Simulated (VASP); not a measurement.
Given:

```
Ni
1.0
    0.00000     1.73272     1.73272
    1.73272     0.00000     1.73272
    1.73272     1.73272     0.00000
Ni
1
Direct
  0.00000   0.00000   0.00000
```
Starting moments (μB, in the order of the record's atoms Ni): 0.8.

Level of theory: r2SCAN+rVV10, VASP's PBE PAW potentials (set 64) (plane waves; VASP). Numerical set-up: 400 eV cut-off, 20×20×20 Γ-centred mesh, tetrahedra with Blöchl corrections, potentials Ni.

Problem. Give the spin-up energies of bands 1 to 6 at the high-symmetry points, in eV from the Fermi level.

Solution. 
```tsv
band	Γ	X	U	L	W
1	-9.77	-5.35	-4.65	-5.55	-4.41
2	-3.06	-4.96	-4.39	-2.99	-3.72
3	-3.06	-0.96	-2.68	-2.99	-3.72
4	-3.06	-0.96	-1.52	-1.05	-1.76
5	-1.70	-0.94	-1.23	-1.05	-0.96
6	-1.70	2.48	5.93	-0.53	8.09
```

Problem. Give the spin-down energies of bands 1 to 6 at the high-symmetry points, in eV from the Fermi level.

Solution. 
| band | Γ | X | U | L | W |
|---|---|---|---|---|---|
| 1 | -10.02 | -4.95 | -4.11 | -4.89 | -3.95 |
| 2 | -1.75 | -3.95 | -3.52 | -2.09 | -2.72 |
| 3 | -1.75 | -0.16 | -1.66 | -2.09 | -2.72 |
| 4 | -1.75 | 0.55 | -0.79 | -0.74 | -1.05 |
| 5 | -0.95 | 0.55 | 0.26 | 0.17 | 0.55 |
| 6 | -0.95 | 2.23 | 6.19 | 0.17 | 8.32 |

It has no gap at this level: it comes out as a metal or semimetal.

The structure comes from a measured Ni entry (Fm-3m) of the Crystallography Open Database, whose conditions weren't checked. It was relaxed first.
